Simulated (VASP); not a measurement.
Output of a VASP run:

**OSZICAR**
```
       N       E                     dE             d eps       ncg     rms          rms(c)
DAV:   1     0.114335890416E+03    0.11434E+03   -0.97878E+03 40959   0.172E+03
DAV:   2    -0.431098159275E+01   -0.11865E+03   -0.11304E+03 39777   0.298E+02
DAV:   3    -0.798339250074E+01   -0.36724E+01   -0.36205E+01 48932   0.628E+01
DAV:   4    -0.802210774636E+01   -0.38715E-01   -0.38706E-01 43687   0.551E+00
DAV:   5    -0.802333892636E+01   -0.12312E-02   -0.12312E-02 59302   0.109E+00    0.116E+01
DAV:   6    -0.752197981793E+01    0.50136E+00   -0.84481E+00 39528   0.855E+01    0.555E+00
DAV:   7    -0.710817813440E+01    0.41380E+00   -0.32039E+00 48732   0.913E+01    0.585E+00
DAV:   8    -0.705140844999E+01    0.56770E-01   -0.25049E-01 53528   0.132E+01    0.287E+00
DAV:   9    -0.704402066136E+01    0.73878E-02   -0.28727E-02 60230   0.424E+00    0.243E-01
DAV:  10    -0.704326812765E+01    0.75253E-03   -0.59459E-03 56984   0.121E+00    0.126E-01
DAV:  11    -0.704324317610E+01    0.24952E-04   -0.25331E-04 59199   0.426E-01    0.396E-02
DAV:  12    -0.704323454443E+01    0.86317E-05   -0.31411E-05 58574   0.195E-01    0.397E-03
DAV:  13    -0.704323407744E+01    0.46699E-06   -0.94768E-07 26888   0.951E-03
   1 F= -.70432341E+01 E0= -.70431011E+01  d E =-.399078E-03
```

### OUTCAR
```
------------------------ aborting loop because EDIFF is reached ----------------------------------------
  FORCE on cell =-STRESS in cart. coord.  units (eV):
  Direction    XX          YY          ZZ          XY          YZ          ZX
  --------------------------------------------------------------------------------------
  Total        0.8527843      0.8919457      0.5882910     -0.0000001      0.0000008     -0.0000000
  in kB       46.8690748     49.0213883     32.3325099     -0.0000039      0.0000450     -0.0000020
  external PRESSURE =      42.7409910 kB  Pullay stress =       0.0000000 kB
  volume of cell :       29.15
      direct lattice vectors                 reciprocal lattice vectors
     2.821635000  0.000000000  0.000000000     0.354404450  0.000000000  0.000000000
     0.000000000  2.812903000  0.000000000     0.000000000  0.355504616  0.000000000
     0.000000000  0.000000000  3.672889000     0.000000000  0.000000000  0.272265239
 POSITION                                       TOTAL-FORCE (eV/Angst)
 -----------------------------------------------------------------------------------
      0.00000      0.00000      0.00000         0.178631      0.000000     -0.000001
      1.46069      1.40645      1.83644        -0.178631     -0.000000      0.000001
 -----------------------------------------------------------------------------------
    total drift:                                0.000085      0.000000      0.000002
  FREE ENERGIE OF THE ION-ELECTRON SYSTEM (eV)
  ---------------------------------------------------
  free  energy   TOTEN  =        -7.0432340774 eV

  energy  without entropy=       -7.0428349992  energy(sigma->0) =       -7.04310105
```
(Selected blocks of OUTCAR.)

### POSCAR
```
CuAu
1
    2.8216350000     0.0000000000     0.0000000000
    0.0000000000     2.8129030000     0.0000000000
    0.0000000000     0.0000000000     3.6728890000
Cu Au
1 1
Direct
  0.0000000000   0.0000000000   0.0000000000
  0.5176750000   0.5000000000   0.5000000000
```

Q: Write an INCAR and KPOINTS that could have produced this output.

A: Several could match; the one computed here: the input of the run itself, PBE GGA, plane waves, VASP's PBE PAW potentials (set 64).

### KPOINTS
```
Automatic
0
Gamma
  12 12 9
```

INCAR:
```
# general
SYSTEM  = CuAu
PREC    = Accurate
ENCUT   = 400
LREAL   = .False.   # projection in real space or not
LASPH   = .True.
ISYM    = -1

# electronic loop
EDIFF   = 1E-6
NELM    = 100   # most electronic steps
ALGO    = Normal   # blocked Davidson
LMAXMIX = 6

# smearing
ISMEAR  = 1   # Methfessel-Paxton
SIGMA   = 0.1   # width (eV)

# functional
GGA     = PE

# ions
ISIF    = 2   # forces and stress, cell fixed

# output
LWAVE   = .False.
LCHARG  = .False.
```

POTCAR, in this order: Cu Au (PBE.64 set). Program: vasp_std.

The compound is CuAu in the L1_0 structure. The cell was not relaxed at this level, atoms are displaced from their ideal sites. The run is one of a series of settings (ISYM = -1 against the base run), some of them coarse on purpose.
